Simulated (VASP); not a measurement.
Method: r2SCAN meta-GGA, VASP's PBE PAW potentials (set 64) (plane waves; VASP).

A VASP calculation is set up with these files.

### QPOINTS
```
k-points along high-symmetry lines
13
Line-mode
Cartesian
  0.000000   0.000000   0.000000 ! GAMMA
  0.000000   0.251125   0.000000 ! X

  0.000000   0.251125   0.000000 ! X
  0.062781   0.251125   0.062781 ! U

  0.188344   0.188344   0.000000 ! K
  0.000000   0.000000   0.000000 ! GAMMA

  0.000000   0.000000   0.000000 ! GAMMA
  0.125563   0.125563   0.125563 ! L

  0.125563   0.125563   0.125563 ! L
  0.125563   0.251125   0.000000 ! W

  0.125563   0.251125   0.000000 ! W
  0.000000   0.251125   0.000000 ! X
```

File POSCAR:
```
Al
7.9641490
  0.0000000000   0.9999999639   0.9999999639
  0.9999999639   0.0000000000   0.9999999639
  0.9999999639   0.9999999639   0.0000000000
Al
64
Cart
  0.0000000000   0.0000000000   0.0000000000
  0.2499999910   0.2499999910   0.0000000000
  0.4999999820   0.4999999820   0.0000000000
  0.7499999730   0.7499999730   0.0000000000
  0.2499999910   0.0000000000   0.2499999910
  0.4999999820   0.2499999910   0.2499999910
  0.7499999730   0.4999999820   0.2499999910
  0.9999999639   0.7499999730   0.2499999910
  0.4999999820   0.0000000000   0.4999999820
  0.7499999730   0.2499999910   0.4999999820
  0.9999999639   0.4999999820   0.4999999820
  1.2499999549   0.7499999730   0.4999999820
  0.7499999730   0.0000000000   0.7499999730
  0.9999999639   0.2499999910   0.7499999730
  1.2499999549   0.4999999820   0.7499999730
  1.4999999459   0.7499999730   0.7499999730
  0.0000000000   0.2499999910   0.2499999910
  0.2499999910   0.4999999820   0.2499999910
  0.4999999820   0.7499999730   0.2499999910
  0.7499999730   0.9999999639   0.2499999910
  0.2499999910   0.2499999910   0.4999999820
  0.4999999820   0.4999999820   0.4999999820
  0.7499999730   0.7499999730   0.4999999820
  0.9999999639   0.9999999639   0.4999999820
  0.4999999820   0.2499999910   0.7499999730
  0.7499999730   0.4999999820   0.7499999730
  0.9999999639   0.7499999730   0.7499999730
  1.2499999549   0.9999999639   0.7499999730
  0.7499999730   0.2499999910   0.9999999639
  0.9999999639   0.4999999820   0.9999999639
  1.2499999549   0.7499999730   0.9999999639
  1.4999999459   0.9999999639   0.9999999639
  0.0000000000   0.4999999820   0.4999999820
  0.2499999910   0.7499999730   0.4999999820
  0.4999999820   0.9999999639   0.4999999820
  0.7499999730   1.2499999549   0.4999999820
  0.2499999910   0.4999999820   0.7499999730
  0.4999999820   0.7499999730   0.7499999730
  0.7499999730   0.9999999639   0.7499999730
  0.9999999639   1.2499999549   0.7499999730
  0.4999999820   0.4999999820   0.9999999639
  0.7499999730   0.7499999730   0.9999999639
  0.9999999639   0.9999999639   0.9999999639
  1.2499999549   1.2499999549   0.9999999639
  0.7499999730   0.4999999820   1.2499999549
  0.9999999639   0.7499999730   1.2499999549
  1.2499999549   0.9999999639   1.2499999549
  1.4999999459   1.2499999549   1.2499999549
  0.0000000000   0.7499999730   0.7499999730
  0.2499999910   0.9999999639   0.7499999730
  0.4999999820   1.2499999549   0.7499999730
  0.7499999730   1.4999999459   0.7499999730
  0.2499999910   0.7499999730   0.9999999639
  0.4999999820   0.9999999639   0.9999999639
  0.7499999730   1.2499999549   0.9999999639
  0.9999999639   1.4999999459   0.9999999639
  0.4999999820   0.7499999730   1.2499999549
  0.7499999730   0.9999999639   1.2499999549
  0.9999999639   1.2499999549   1.2499999549
  1.2499999549   1.4999999459   1.2499999549
  0.7499999730   0.7499999730   1.4999999459
  0.9999999639   0.9999999639   1.4999999459
  1.2499999549   1.2499999549   1.4999999459
  1.4999999459   1.4999999459   1.4999999459
```

File KPOINTS:
```
Automatic mesh
0
gamma
3 3 3
```

### INCAR
```
SYSTEM = Al
PREC = Accurate; ENCUT = 400; LREAL = .FALSE.
LASPH = .TRUE.
EDIFF = 1E-7; NELM = 100; ALGO = Normal
LMIXTAU = .TRUE.
ISMEAR = 1; SIGMA = 0.1
METAGGA = R2SCAN
IBRION = 6; NSW = 1; ISIF = 2
POTIM = 0.015; NFREE = 2
LWAVE = .FALSE.; LCHARG = .FALSE.
LPHON_DISPERSION = .TRUE.
```

POTCAR, in this order: Al (PBE.64 set). Program: vasp_std.

The resulting files:

**OUTCAR**
```
 ion  position               nearest neighbor table
   1  0.000  0.000  0.000-   2 2.82   4 2.82   5 2.82   8 2.82  13 2.82  14 2.82  17 2.82  20 2.82
                            29 2.82  49 2.82  50 2.82  53 2.82
   2  0.000  0.000  0.250-   1 2.82   3 2.82   5 2.82   6 2.82  14 2.82  15 2.82  17 2.82  18 2.82
                            30 2.82  50 2.82  51 2.82  54 2.82
   3  0.000  0.000  0.500-   2 2.82   4 2.82   6 2.82   7 2.82  15 2.82  16 2.82  18 2.82  19 2.82
                            31 2.82  51 2.82  52 2.82  55 2.82
   4  0.000  0.000  0.750-   1 2.82   3 2.82   7 2.82   8 2.82  13 2.82  16 2.82  19 2.82  20 2.82
                            32 2.82  49 2.82  52 2.82  56 2.82
   5  0.000  0.250  0.000-   1 2.82   2 2.82   6 2.82   8 2.82   9 2.82  12 2.82  17 2.82  21 2.82
                            24 2.82  53 2.82  54 2.82  57 2.82
   6  0.000  0.250  0.250-   2 2.82   3 2.82   5 2.82   7 2.82   9 2.82  10 2.82  18 2.82  21 2.82
                            22 2.82  54 2.82  55 2.82  58 2.82
   7  0.000  0.250  0.500-   3 2.82   4 2.82   6 2.82   8 2.82  10 2.82  11 2.82  19 2.82  22 2.82
                            23 2.82  55 2.82  56 2.82  59 2.82
   8  0.000  0.250  0.750-   1 2.82   4 2.82   5 2.82   7 2.82  11 2.82  12 2.82  20 2.82  23 2.82
                            24 2.82  53 2.82  56 2.82  60 2.82
   9  0.000  0.500  0.000-   5 2.82   6 2.82  10 2.82  12 2.82  13 2.82  16 2.82  21 2.82  25 2.82
                            28 2.82  57 2.82  58 2.82  61 2.82
  10  0.000  0.500  0.250-   6 2.82   7 2.82   9 2.82  11 2.82  13 2.82  14 2.82  22 2.82  25 2.82
                            26 2.82  58 2.82  59 2.82  62 2.82
  11  0.000  0.500  0.500-   7 2.82   8 2.82  10 2.82  12 2.82  14 2.82  15 2.82  23 2.82  26 2.82
                            27 2.82  59 2.82  60 2.82  63 2.82
  12  0.000  0.500  0.750-   5 2.82   8 2.82   9 2.82  11 2.82  15 2.82  16 2.82  24 2.82  27 2.82
                            28 2.82  57 2.82  60 2.82  64 2.82
  13  0.000  0.750  0.000-   1 2.82   4 2.82   9 2.82  10 2.82  14 2.82  16 2.82  25 2.82  29 2.82
                            32 2.82  49 2.82  61 2.82  62 2.82
  14  0.000  0.750  0.250-   1 2.82   2 2.82  10 2.82  11 2.82  13 2.82  15 2.82  26 2.82  29 2.82
                            30 2.82  50 2.82  62 2.82  63 2.82
  15  0.000  0.750  0.500-   2 2.82   3 2.82  11 2.82  12 2.82  14 2.82  16 2.82  27 2.82  30 2.82
                            31 2.82  51 2.82  63 2.82  64 2.82
  16  0.000  0.750  0.750-   3 2.82   4 2.82   9 2.82  12 2.82  13 2.82  15 2.82  28 2.82  31 2.82
                            32 2.82  52 2.82  61 2.82  64 2.82
  17  0.250  0.000  0.000-   1 2.82   2 2.82   5 2.82  18 2.82  20 2.82  21 2.82  24 2.82  29 2.82
                            30 2.82  33 2.82  36 2.82  45 2.82
  18  0.250  0.000  0.250-   2 2.82   3 2.82   6 2.82  17 2.82  19 2.82  21 2.82  22 2.82  30 2.82
                            31 2.82  33 2.82  34 2.82  46 2.82
  19  0.250  0.000  0.500-   3 2.82   4 2.82   7 2.82  18 2.82  20 2.82  22 2.82  23 2.82  31 2.82
                            32 2.82  34 2.82  35 2.82  47 2.82
  20  0.250  0.000  0.750-   1 2.82   4 2.82   8 2.82  17 2.82  19 2.82  23 2.82  24 2.82  29 2.82
...
```

### OSZICAR
```
       N       E                     dE             d eps       ncg     rms          rms(c)
DAV:   1     0.462182043550E+02    0.46218E+02   -0.60418E+04  1032   0.102E+03
DAV:   2    -0.412626000459E+03   -0.45884E+03   -0.43150E+03  1204   0.146E+02
DAV:   3    -0.442062729420E+03   -0.29437E+02   -0.27911E+02  1271   0.300E+01
DAV:   4    -0.442753586591E+03   -0.69086E+00   -0.68040E+00  1184   0.459E+00
DAV:   5    -0.442764067522E+03   -0.10481E-01   -0.10466E-01  1176   0.656E-01    0.248E+01
DAV:   6    -0.433800774619E+03    0.89633E+01   -0.70894E-01  1152   0.204E+00    0.148E+01
DAV:   7    -0.431629532239E+03    0.21712E+01   -0.28315E+00  1085   0.407E+00    0.113E+00
DAV:   8    -0.432480321626E+03   -0.85079E+00   -0.11674E+00  1062   0.260E+00    0.139E+00
DAV:   9    -0.431517354285E+03    0.96297E+00   -0.16951E-01  1087   0.108E+00    0.761E-01
DAV:  10    -0.431637706011E+03   -0.12035E+00   -0.25751E-02  1136   0.420E-01    0.549E-01
DAV:  11    -0.431459518648E+03    0.17819E+00   -0.18589E-01  1068   0.109E+00    0.232E-01
DAV:  12    -0.431490060579E+03   -0.30542E-01   -0.25321E-02  1094   0.468E-01    0.514E-02
DAV:  13    -0.431486071548E+03    0.39890E-02   -0.82235E-04  1182   0.684E-02    0.244E-02
DAV:  14    -0.431486539546E+03   -0.46800E-03   -0.20908E-04  1088   0.459E-02    0.248E-02
DAV:  15    -0.431486537114E+03    0.24326E-05   -0.13421E-05  1102   0.126E-02    0.703E-03
DAV:  16    -0.431486602579E+03   -0.65465E-04   -0.11375E-05  1086   0.114E-02    0.261E-03
DAV:  17    -0.431486572891E+03    0.29688E-04   -0.58351E-06  1102   0.789E-03    0.289E-03
DAV:  18    -0.431486572095E+03    0.79572E-06   -0.55868E-07  1088   0.241E-03    0.340E-03
DAV:  19    -0.431486576683E+03   -0.45874E-05   -0.61308E-08   597   0.105E-03    0.587E-04
DAV:  20    -0.431486578365E+03   -0.16819E-05   -0.88509E-08   589   0.972E-04    0.217E-04
DAV:  21    -0.431486577707E+03    0.65762E-06   -0.30569E-09   573   0.168E-04    0.398E-05
DAV:  22    -0.431486577628E+03    0.78784E-07   -0.52434E-10   573   0.832E-05
   1 F= -.43148658E+03 E0= -.43147653E+03  d E =-.301385E-01
 Found     1 degrees of freedom:
       N       E                     dE             d eps       ncg     rms          rms(c)
DAV:   1    -0.431485946765E+03    0.63094E-03   -0.28635E-02  1585   0.414E-01    0.764E-02
DAV:   2    -0.431485946113E+03    0.65157E-06   -0.97297E-04  1720   0.763E-02    0.503E-02
DAV:   3    -0.431485938208E+03    0.79053E-05   -0.40927E-05  1768   0.155E-02    0.298E-02
DAV:   4    -0.431485935080E+03    0.31275E-05   -0.80103E-06  1736   0.590E-03    0.164E-02
DAV:   5    -0.431485935126E+03   -0.46130E-07   -0.25535E-06  1784   0.350E-03    0.474E-03
DAV:   6    -0.431485935267E+03   -0.14096E-06   -0.30956E-07  1560   0.139E-03    0.237E-03
DAV:   7    -0.431485935286E+03   -0.18652E-07   -0.14023E-07  1080   0.925E-04
   2 F= -.43148594E+03 E0= -.43147589E+03  d E =-.301274E-01
       N       E                     dE             d eps       ncg     rms          rms(c)
DAV:   1    -0.431486020117E+03   -0.84850E-04   -0.10254E-01  1549   0.725E-01    0.142E-01
DAV:   2    -0.431485977524E+03    0.42594E-04   -0.35989E-03  1728   0.145E-01    0.971E-02
DAV:   3    -0.431485946198E+03    0.31326E-04   -0.16282E-04  1775   0.307E-02    0.559E-02
DAV:   4    -0.431485934113E+03    0.12085E-04   -0.33474E-05  1720   0.120E-02    0.297E-02
DAV:   5    -0.431485934757E+03   -0.64378E-06   -0.91636E-06  1808   0.675E-03    0.904E-03
DAV:   6    -0.431485935222E+03   -0.46486E-06   -0.10605E-06  1760   0.259E-03    0.446E-03
DAV:   7    -0.431485935263E+03   -0.41233E-07   -0.62265E-07  1680   0.188E-03
   3 F= -.43148594E+03 E0= -.43147589E+03  d E =-.301273E-01
```

File OUTCAR:
```
------------------------ aborting loop because EDIFF is reached ----------------------------------------
  FORCE on cell =-STRESS in cart. coord.  units (eV):
  Direction    XX          YY          ZZ          XY          YZ          ZX
  --------------------------------------------------------------------------------------
  Total        3.6361250      3.6341510      3.6341510      0.0000000      0.0000000      0.0000000
  in kB        5.7663542      5.7632237      5.7632237      0.0000000      0.0000000      0.0000000
  external PRESSURE =       5.7642672 kB  Pullay stress =       0.0000000 kB
  volume of cell :     1010.29
      direct lattice vectors                 reciprocal lattice vectors
     0.000000000  7.964148713  7.964148713    -0.062781349  0.062781349  0.062781349
     7.964148713  0.000000000  7.964148713     0.062781349 -0.062781349  0.062781349
     7.964148713  7.964148713  0.000000000     0.062781349  0.062781349 -0.062781349
 POSITION                                       TOTAL-FORCE (eV/Angst)
 -----------------------------------------------------------------------------------
     -0.01500      0.00000      0.00000         0.085660      0.000000      0.000000
      1.99104      1.99104      0.00000        -0.011363     -0.010271      0.000000
      3.98207      3.98207      0.00000         0.000068     -0.000811      0.000000
      5.97311      5.97311      0.00000        -0.011798     -0.010843      0.000000
      1.99104      0.00000      1.99104        -0.011363      0.000000     -0.010271
      3.98207      1.99104      1.99104         0.001306      0.000018      0.000018
      5.97311      3.98207      1.99104        -0.000244      0.000007      0.000547
      7.96415      5.97311      1.99104         0.001615      0.000057     -0.000057
      3.98207      0.00000      3.98207         0.000068      0.000000     -0.000811
      5.97311      1.99104      3.98207        -0.000244      0.000547      0.000007
      7.96415      3.98207      3.98207        -0.001570     -0.000000     -0.000000
      9.95519      5.97311      3.98207        -0.000230      0.000533      0.000029
      5.97311      0.00000      5.97311        -0.011798      0.000000     -0.010843
      7.96415      1.99104      5.97311         0.001615     -0.000057      0.000057
      9.95519      3.98207      5.97311        -0.000230      0.000029      0.000533
     11.94622      5.97311      5.97311         0.001268      0.000020      0.000020
      0.00000      1.99104      1.99104         0.001615     -0.000057     -0.000057
      1.99104      3.98207      1.99104        -0.000230      0.000029     -0.000533
      3.98207      5.97311      1.99104         0.001268      0.000020     -0.000020
      5.97311      7.96415      1.99104        -0.011798      0.000000      0.010843
      1.99104      1.99104      3.98207        -0.000230     -0.000533      0.000029
      3.98207      3.98207      3.98207         0.001155      0.000000      0.000000
      5.97311      5.97311      3.98207        -0.000244     -0.000547     -0.000007
      7.96415      7.96415      3.98207         0.000940      0.000000     -0.000001
      3.98207      1.99104      5.97311         0.001268     -0.000020      0.000020
      5.97311      3.98207      5.97311        -0.000244     -0.000007     -0.000547
      7.96415      5.97311      5.97311        -0.000095      0.000006      0.000006
      9.95519      7.96415      5.97311        -0.000901      0.000000     -0.000510
      5.97311      1.99104      7.96415        -0.011798      0.010843      0.000000
      7.96415      3.98207      7.96415         0.000940     -0.000001      0.000000
      9.95519      5.97311      7.96415        -0.000901     -0.000510      0.000000
     11.94622      7.96415      7.96415        -0.000287      0.000000      0.000000
      0.00000      3.98207      3.98207        -0.001570      0.000000      0.000000
      1.99104      5.97311      3.98207        -0.000230      0.000533     -0.000029
      3.98207      7.96415      3.98207         0.000068      0.000000      0.000811
      5.97311      9.95519      3.98207        -0.000244      0.000547     -0.000007
      1.99104      3.98207      5.97311        -0.000230     -0.000029      0.000533
      3.98207      5.97311      5.97311         0.001306     -0.000018     -0.000018
      5.97311      7.96415      5.97311        -0.000901      0.000000      0.000532
      7.96415      9.95519      5.97311        -0.000095     -0.000006      0.000006
      3.98207      3.98207      7.96415         0.000068      0.000811      0.000000
      5.97311      5.97311      7.96415        -0.000901      0.000532      0.000000
      7.96415      7.96415      7.96415        -0.001029      0.000000      0.000000
      9.95519      9.95519      7.96415        -0.000901      0.000510      0.000000
      5.97311      3.98207      9.95519        -0.000244     -0.000007      0.000547
      7.96415      5.97311      9.95519        -0.000095      0.000006     -0.000006
      9.95519      7.96415      9.95519        -0.000901      0.000000      0.000510
     11.94622      9.95519      9.95519         0.001268     -0.000020     -0.000020
      0.00000      5.97311      5.97311         0.001615      0.000057      0.000057
      1.99104      7.96415      5.97311        -0.011363      0.000000      0.010271
      3.98207      9.95519      5.97311         0.001306      0.000018     -0.000018
      5.97311     11.94622      5.97311        -0.000244      0.000007     -0.000547
      1.99104      5.97311      7.96415        -0.011363      0.010271      0.000000
      3.98207      7.96415      7.96415        -0.000281      0.000000      0.000000
      5.97311      9.95519      7.96415        -0.000901     -0.000532      0.000000
      7.96415     11.94622      7.96415         0.000940      0.000001      0.000000
      3.98207      5.97311      9.95519         0.001306     -0.000018      0.000018
      5.97311      7.96415      9.95519        -0.000901      0.000000     -0.000532
      7.96415      9.95519      9.95519        -0.000095     -0.000006     -0.000006
      9.95519     11.94622      9.95519        -0.000230     -0.000029     -0.000533
      5.97311      5.97311     11.94622        -0.000244     -0.000547      0.000007
      7.96415      7.96415     11.94622         0.000940      0.000000      0.000001
      9.95519      9.95519     11.94622        -0.000230     -0.000533     -0.000029
     11.94622     11.94622     11.94622         0.001155      0.000000      0.000000
 -----------------------------------------------------------------------------------
    total drift:                               -0.000884     -0.000003     -0.000003
  FREE ENERGIE OF THE ION-ELECTRON SYSTEM (eV)
  ---------------------------------------------------
  free  energy   TOTEN  =      -431.4859352633 eV

  energy  without entropy=     -431.4558079481  energy(sigma->0) =     -431.47589282
```
(Selected blocks of OUTCAR.)

The cell is a supercell, built from Al (fcc).
